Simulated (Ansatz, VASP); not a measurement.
# Cross-check of BN between VASP and Ansatz, part 2 of 2

Wanted: the spread between two codes on one cell, functional and k mesh. Of the first pair: The cell is taken from a series of runs on this material, whose earlier steps may have relaxed, scaled, displaced or heated it; both programs get it as it stands.

VASP 6.6.1 and Ansatz 0.2.0.

So far: Set-up; Ansatz: relaxation of cell and atoms, PBE with D3(BJ); VASP: relaxation of cell and atoms, PBE with D3(BJ); Comparison; Ansatz: relaxation, PBE with D3(BJ).

## 6. VASP: single point, PBE with D3(BJ), pair 2

Level of this step: PBE with D3(BJ); plane waves and PAW (B, N) (VASP).

The same cell, functional and mesh now go to VASP, with its own data sets.

INCAR reads:

```
SYSTEM = BN
PREC = Accurate
ENCUT = 600
EDIFF = 1E-06
NELM = 120
ISMEAR = 0
SIGMA = 0.01
LREAL = .FALSE.
ALGO = Normal
GGA = PE
IVDW = 12
NBANDS = 14
LORBIT = 11
LWAVE = .FALSE.
LCHARG = .FALSE.
ISIF = 2
LASPH = .TRUE.
GGA_COMPAT = .FALSE.
EFERMI = MIDGAP
KPAR = 2
```

POSCAR reads:

```
BN
1.0
    2.4955196715      0.0000000000      0.0000000000
   -1.2477598358      2.1611834312      0.0000000000
    0.0000000000      0.0000000000      6.0024547515
B N
2 2
Direct
    0.3333333334      0.6666666668      0.2500000000
    0.6666666668      0.3333333334      0.7500000000
    0.3333333334      0.6666666668      0.7500000000
    0.6666666668      0.3333333334      0.2500000000
```

KPOINTS reads:

```
Automatic mesh
0
Gamma
12 12 4
0 0 0
```

PAW data sets: B and N (PBE family, release 64).

The run is started by

```sh
$ mpirun -np 2 vasp_std
```

Numbers of over 12 decimals in the logs are rounded to 6 here.

Output:

```text
[... set-up lines as in an earlier step ...]
 entering main loop
       N       E                     dE             d eps       ncg     rms          rms(c)
DAV:   1     0.622066091147E+02    0.62207E+02   -0.90230E+03  1596   0.120E+03
DAV:   2    -0.344669607259E+02   -0.96674E+02   -0.87305E+02  2190   0.276E+02
DAV:   3    -0.384830771283E+02   -0.40161E+01   -0.39844E+01  2094   0.564E+01
DAV:   4    -0.385118184181E+02   -0.28741E-01   -0.28733E-01  1908   0.497E+00
[...]
DAV:  11    -0.350355370406E+02   -0.63442E-04   -0.10509E-04  1980   0.931E-02    0.229E-02
DAV:  12    -0.350355403276E+02   -0.32870E-05   -0.22939E-05  1758   0.408E-02    0.326E-03
DAV:  13    -0.350355404264E+02   -0.98784E-07   -0.74715E-07  1626   0.721E-03
   1 F= -.35676675E+02 E0= -.35676675E+02  d E =0.000000E+00
```

From OUTCAR (step 6):

```text
 Edisp (eV)   -0.64113

  Total       1.04980     1.04980     0.93200    -0.00000    -0.00000    -0.00000
  in kB      51.95623    51.95623    46.12604    -0.00000    -0.00000    -0.00000
  external pressure =       50.01 kB  Pullay stress =        0.00 kB

 POSITION                                       TOTAL-FORCE (eV/Angst)
 -----------------------------------------------------------------------------------
     -0.00000      1.44079      1.50061         0.000000     -0.000000      0.000000
      1.24776      0.72039      4.50184        -0.000000      0.000000      0.000000
     -0.00000      1.44079      4.50184         0.000000      0.000000      0.000000
      1.24776      0.72039      1.50061         0.000000      0.000000      0.000000
 -----------------------------------------------------------------------------------
    total drift:                               -0.000000     -0.000000      0.000000

  FREE ENERGIE OF THE ION-ELECTRON SYSTEM (eV)
  ---------------------------------------------------
  free  energy   TOTEN  =       -35.6766751595 eV

  energy  without entropy=      -35.6766751595  energy(sigma->0) =      -35.67667516

[... 1 part as in an earlier step ...]

[... 2 further parts left out ...]
[key lines of the parts left out:]
E-fermi :   5.3214
```

The run ends at a pressure of 5.00 GPa.

## 7. Comparison

What differs besides the data sets and the points named for the pairs above, as far as they apply: Ansatz's pressure holds a Pulay correction, VASP's none. Total energies have different zeros and are not compared.

The two programs side by side:

```csv
quantity,Ansatz,VASP,difference
pressure (GPa),4.90,5.00,-0.10
gap on the k mesh (eV),4.106,4.103,+0.003
```

A gap on the mesh is an upper bound, since the band edges may lie between its points.

## 8. Ansatz: relaxation, PBE with D3(BJ)

This run makes the geometry at which the two programs are then compared. The cell compared in this pair holds 33.81 Å³, against 32.37 Å³ for the pair before.

The structure compared here is the end of the Ansatz relaxation.

input.yaml reads:

```yaml
crystal:
  lattice:
    - [2.485032897, 0.0, 0.0]
    - [-1.2425164485, 2.152101618, 0.0]
    - [0.0, 0.0, 6.3222541432]
  atoms:
    - { symbol: B, position: [0.3333333333, 0.6666666667, 0.25] }
    - { symbol: B, position: [0.6666666667, 0.3333333333, 0.75] }
    - { symbol: "N", position: [0.3333333333, 0.6666666667, 0.75] }
    - { symbol: "N", position: [0.6666666667, 0.3333333333, 0.25] }
kpoints:
  mp_grid: { grid: [12, 12, 4] }
hamiltonian:
  xc: pbe
  dispersion: d3bj
  pseudopotentials: { kind: paw, azcp: { folder: soft_1 } }
scf:
  occupations: { method: fixed }
output:
  forces: true
  stress: true
  eigenvalues: true
relax:
  adjacent_minimum: "off"
  f_tol: 0.001
  max_steps: 60
  cell: { stress_tol: 0.01, fix: [volume] }
```

The run is started by

```sh
$ ansatz run input.yaml --threads 4 --pin off --max-ram 16384MiB --backend cpu --events-out ev --progress --plain --runs-dir out
```

Output:

```text
[...]
Crystal: 4 atoms, lattice volume = 33.812 Å³
Basis set: ecut = 420 eV, 639 PW (Γ), exchange–correlation on 36×36×90 points (8 copies of the dense FFT grid, shifted against one another)
Bands: 12, of which v1, the nominal top of the filled ones, is band 8 counted from 1 (7 counted from 0)
Symmetry: 24 space group operations
[...]
k-points: 57 of 576
[...]
--- Relaxed structure (4 steps of the walk, 4 accepted, 2 SCFs on fresh bases) ---
[...]
cell:  # Å, volume = 33.8117 Å³
    - [2.500512, 0, 0.0]
    - [-1.250256, 2.165507, -2.4652260940693337e-19]
    - [0.0, -7.242123585914415e-19, 6.244220]
  atoms:
    - { symbol: B, position: [0.333333, 0.666667, 0.250000] }
    - { symbol: B, position: [0.666667, 0.333333, 0.75] }
    - { symbol: N, position: [0.333333, 0.666667, 0.75] }
    - { symbol: N, position: [0.666667, 0.333333, 0.250000] }
[key lines of the parts left out:]
SCF converged after 5 iterations
Free energy (F): -1085.372233 eV
Fermi energy:    5.492828 eV
P = ⅓ Tr σ = 2.3489 GPa (23.489 kbar)
```

## 9. VASP: single point, PBE with D3(BJ), pair 3

The same cell, functional and mesh now go to VASP, with its own data sets.

INCAR is that of step 6.

POSCAR reads:

```
BN
1.0
    2.5005124509      0.0000000000      0.0000000000
   -1.2502562255      2.1655073050      0.0000000000
    0.0000000000      0.0000000000      6.2442199365
B N
2 2
Direct
    0.3333333334      0.6666666668      0.2500000000
    0.6666666668      0.3333333334      0.7500000000
    0.3333333334      0.6666666668      0.7500000000
    0.6666666668      0.3333333334      0.2500000000
```

KPOINTS is that of step 6.

The run is started by

```sh
$ mpirun -np 2 vasp_std
```

Output:

```text
[... set-up lines as in an earlier step ...]
 entering main loop
       N       E                     dE             d eps       ncg     rms          rms(c)
DAV:   1     0.625785215246E+02    0.62579E+02   -0.89661E+03  1596   0.120E+03
DAV:   2    -0.345038610437E+02   -0.97082E+02   -0.87176E+02  2208   0.271E+02
DAV:   3    -0.385673486179E+02   -0.40635E+01   -0.40318E+01  2094   0.552E+01
DAV:   4    -0.385982904883E+02   -0.30942E-01   -0.30923E-01  1878   0.506E+00
[...]
DAV:  11    -0.350994499519E+02   -0.77521E-04   -0.11629E-04  1980   0.977E-02    0.239E-02
DAV:  12    -0.350994536316E+02   -0.36797E-05   -0.25844E-05  1734   0.428E-02    0.354E-03
DAV:  13    -0.350994537412E+02   -0.10961E-06   -0.89856E-07  1640   0.780E-03
   1 F= -.35709181E+02 E0= -.35709181E+02  d E =0.000000E+00
```

Parts of OUTCAR (step 9):

```text
 Edisp (eV)   -0.60973

  Total       0.55422     0.55422     0.44103    -0.00000    -0.00000     0.00000
  in kB      26.26191    26.26191    20.89837    -0.00000    -0.00000     0.00000
  external pressure =       24.47 kB  Pullay stress =        0.00 kB

 POSITION                                       TOTAL-FORCE (eV/Angst)
 -----------------------------------------------------------------------------------
     -0.00000      1.44367      1.56105         0.000000     -0.000000     -0.000000
      1.25026      0.72184      4.68316        -0.000000      0.000000      0.000000
     -0.00000      1.44367      4.68316         0.000000     -0.000000      0.000000
      1.25026      0.72184      1.56105         0.000000     -0.000000      0.000000
 -----------------------------------------------------------------------------------
    total drift:                               -0.000000     -0.000000      0.000000

  FREE ENERGIE OF THE ION-ELECTRON SYSTEM (eV)
  ---------------------------------------------------
  free  energy   TOTEN  =       -35.7091812708 eV

  energy  without entropy=      -35.7091812708  energy(sigma->0) =      -35.70918127

[... 1 part as in an earlier step ...]

[... 2 further parts left out ...]
[key lines of the parts left out:]
E-fermi :   4.9379
```

The run ends at a pressure of 2.45 GPa.

## 10. Comparison

The two programs side by side:

```csv
quantity,Ansatz,VASP,difference
pressure (GPa),2.35,2.45,-0.10
gap on the k mesh (eV),4.150,4.147,+0.003
```

A gap on the mesh is an upper bound, since the band edges may lie between its points.

## 11. What came out

| Item | Value |
| --- | --- |
| difference in edge c after relaxation, in the typed setting (relaxation of cell and atoms, PBE with D3(BJ)) | 0.82 % |
| difference in gap on the k mesh (single point, PBE with D3(BJ), pair 2) | 0.0032 eV |
| difference in gap on the k mesh (single point, PBE with D3(BJ), pair 3) | 0.0033 eV |

The difference in edge c after relaxation, in the typed setting is 0.82 % (relaxation of cell and atoms, PBE with D3(BJ)), within the 1.2 % picked in this series as the mark of a large difference, as far as the stopping tolerances let one tell. 5 further runs of this series are not shown here. Such differences can come from data sets, numerical settings and the points named under the comparisons, not from the functional's error against experiment.

[Lines on the potential files, build, host, timing and source positions are cut from VASP's logs without a mark.]

[Logs are printed without paths, hosts, clocks, repeated set-up lines and the standing remarks that a program may print on its own settings, such as how far it seeks lower states.]

[Hosts, paths, dates, database ids (printed as entryN), source tags and the programs' standing remarks are cut or masked in the printed files.]
